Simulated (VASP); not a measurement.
An input for Ansatz (written as the equivalent of a VASP run, and not itself run):

Ansatz 0.2 input:
```yaml
crystal:
  lattice:
    - [0.0000000, 3.2686700, 3.2686700]
    - [3.2686700, 0.0000000, 3.2686700]
    - [3.2686700, 3.2686700, 0.0000000]
  atoms:
    - { symbol: Rb, position: [0.0000000, 0.0000000, 0.0000000] }
    - { symbol: Cl, position: [0.5000000, 0.5000000, 0.5000000] }
kpoints:
  mp_grid: { grid: [7, 7, 7] }
hamiltonian:
  xc: pbe
  pseudopotentials: { kind: paw }
scf:
  occupations: { method: fermi_dirac, width: 0.01 }
  max_iter: 100
output: { forces: true, stress: true, eigenvalues: true }
```

Q: Write the VASP files for the same calculation (PBE).

A: Several could match; the one computed here: 
### KPOINTS
```
Automatic mesh
0
Gamma
7 7 7
0 0 0
```

POSCAR:
```
RbCl
1
    0.0000000000     3.2686700000     3.2686700000
    3.2686700000     0.0000000000     3.2686700000
    3.2686700000     3.2686700000     0.0000000000
Rb Cl
1 1
Direct
  0.0000000000   0.0000000000   0.0000000000
  0.5000000000   0.5000000000   0.5000000000
```

INCAR:
```
SYSTEM = RbCl
PREC = Accurate
ENCUT = 300
EDIFF = 1E-6
NELM = 100
ALGO = Normal
LREAL = .FALSE.
LASPH = .TRUE.
ISMEAR = -1
SIGMA = 0.01
GGA = PE
LMAXMIX = 4
LWAVE = .FALSE.
LCHARG = .FALSE.
ISIF = 2
NBANDS = 40
```

POTCAR, in this order: Rb_sv Cl (PBE.64 set). Program: vasp_std.

What does not carry over: each code has its own PAW files, so the cut-off isn't converted (ENCUT is set for VASP's; basis.ecutwfc is left out, and Ansatz then takes the one that its files recommend); Ansatz stops its SCF on the density residual and VASP on the energy change (EDIFF); the number of bands isn't carried over, since the valence differs with the files.

The structure comes from a computed database's RbCl entry; how it stands against other phases isn't given here. The cell was not relaxed at this level. The run is one of a series of settings (NBANDS = 40 against the base run), some of them coarse on purpose.
